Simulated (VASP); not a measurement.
Calculation: PBE GGA, VASP's PBE PAW potentials (set 64) (plane waves; VASP).

VASP input:

File KPOINTS:
```
Automatic mesh
0
Gamma
5 5 1
0 0 0
```

POSCAR:
```
Pt16C
20.1169540
  0.2788590064   0.0000000000   0.0000000000
  0.0000000000   0.2788590064   0.0000000000
  0.0000000000   0.0000000000   1.0000000087
Pt C
16 1
Cart
  0.0697147516   0.0691921519   0.3545722654
  0.2091442548   0.0694026287   0.3554189288
  0.0697147516   0.2096668546   0.3545722654
  0.2091442548   0.2094563778   0.3554189288
  0.0000438742   0.2788590064   0.4514634650
  0.1393856290   0.2788590064   0.4514634650
  0.2788476236   0.1394295032   0.4502944276
  0.1394408861   0.1394295032   0.4502944276
  0.0697147516   0.0688963979   0.5485645843
  0.2091442548   0.0681974702   0.5500304077
  0.0697147516   0.2099626086   0.5485645843
  0.2091442548   0.2106615362   0.5500304077
  0.2756929195   0.2788590064   0.6552462826
  0.1425955902   0.2788590064   0.6552462826
  0.0005607247   0.1394295032   0.6429132466
  0.1388687786   0.1394295032   0.6429132466
  0.0697147516   0.2788590064   0.7108598601
```

### INCAR
```
SYSTEM = Pt16C
PREC = Normal; ENCUT = 400; LREAL = F
LASPH = T
EDIFF = 1E-6; NELM = 100; NELMIN = 4
ALGO = Normal; LMAXMIX = 6
ISMEAR = 1; SIGMA = 0.1
GGA = PE
LWAVE = F; LCHARG = F; LORBIT = 11
LVHAR = T
DIPOL = 0.5 0.5 0.5
LDIPOL = T; IDIPOL = 3
```

POTCAR, in this order: Pt C (PBE.64 set). Program: vasp_std. Read from the step before: WAVECAR.

Task: What will the output report for the number of irreducible k-points (NKPTS), largest plane-wave count, number of space-group operations, FFT grid (NGX, NGY, NGZ)?

Result: 
The number of irreducible k-points (NKPTS) is 9. The largest plane-wave count is 11529. The number of space-group operations is 4. The FFT grid (NGX, NGY, NGZ) is 28 × 28 × 98.

The cell is a thin slab with vacuum, built from Pt (fcc): (100) face, C adsorbed.
